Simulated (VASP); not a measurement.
Cs2Zr2Ru, 5 atoms in the cell. Symmetry: P4mm, No. 99, tetragonal system. Conventional cell: a = 4.404 Å, b = 4.404 Å, c = 12.005 Å, α = 90.00°, β = 90.00°, γ = 90.00°. Around Cs (site symmetry 4mm) lie 4 Zr at 4.26 Å and 4 Cs at 4.40 Å. Cs (site symmetry 4mm) is surrounded by 4 Ru at 3.81 Å and 4 Zr at 4.20 Å. Zr (site symmetry 2mm) is surrounded by 2 Ru at 2.60 Å. Ru (site symmetry 4mm) is surrounded by 4 Zr at 2.60 Å. The cell was built by a generator and needn't be a form met in nature.

* Program: VASP 6.6.1
* Task: single point
* Functional: PBE
* Potentials or basis: VASP PAW PBE potentials, release 64 (Cs_sv, Zr_sv, Ru_pv)
* Cutoff: 520 eV
* k mesh: 8 × 8 × 4
* Occupations: gaussian, width 0.01 eV
* Spin: no spin polarisation
* Dipole correction: no
* Further INCAR settings: ALGO = Fast; EDIFF = 1e-07; NBANDS = 36

Potentials or basis: VASP PAW PBE potentials, release 64 (Cs_sv, Zr_sv, Ru_pv).

Command:

```sh
$ cat potpaw_PBE.64/Cs_sv/POTCAR potpaw_PBE.64/Zr_sv/POTCAR potpaw_PBE.64/Ru_pv/POTCAR > POTCAR
$ mpirun -np 1 vasp_std > vasp.out
```

Hardware: 1 thread of Intel(R) Xeon(R) Platinum 8488C (Sapphire Rapids), with other jobs on the host.

Q: Estimate the wall time of this run.

A: Run time: 11 min on 1 thread of Intel(R) Xeon(R) Platinum 8488C (Sapphire Rapids), with other jobs on the host, peak memory 0.58 GiB. Counts: scf iterations 37, k points 45.
